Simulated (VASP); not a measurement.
```xyz
4
Lattice="2.1500 -3.7239 0.0000 2.1500 3.7239 0.0000 0.0000 0.0000 7.0100" Properties=species:S:1:pos:R:3 pbc="T T T"
Cd     2.1500    -1.2413     3.5050
Cd     2.1500     1.2413     0.0000
Se     2.1500    -1.2413     6.1408
Se     2.1500     1.2413     2.6358
```

The base run (VASP): PBE GGA, plane waves, VASP's PBE PAW potentials (set 64). Numerical set-up: 400 eV cut-off, 7×7×4 Γ-centred mesh, Gaussian smearing of 0.050 eV, potentials Cd Se.

The base run took about 30 core-seconds. Costs are core time on shared hosts, one run each; read them as rough ratios.

Pressures at a finite cut-off, here 400 eV, hold a Pulay part, which wasn't tested here.

| setting | cost over the base run | electronic steps | pressure (GPa) |
|---|---|---|---|
| IVDW = 13 | within a factor of 2 | 14 | 0.88 |
| GGA = PS | within a factor of 2 | 14 | 0.10 |
| base run | reference | 14 | 2.93 |
| GGA = AM | within a factor of 2 | 14 | 0.63 |
| GGA removed, LMIXTAU = .TRUE., METAGGA = TPSS | about 6 times | 21 | 2.84 |
| GGA removed, LMIXTAU = .TRUE., METAGGA = R2SCAN | about 6 times | 24 | 1.42 |
| GGA removed, LMIXTAU = .TRUE., METAGGA = SCAN | (withheld) | 24 | (withheld) |

Question: Some entries are withheld; supply them.

Answer: 
- GGA removed, LMIXTAU = .TRUE., METAGGA = SCAN, cost over the base run: about 7 times
- GGA removed, LMIXTAU = .TRUE., METAGGA = SCAN, pressure (GPa): 0.91

Left out are runs that failed, have no time on record or changed the cell.

The compound is CdSe in the wurtzite structure. The cell was not relaxed at this level.
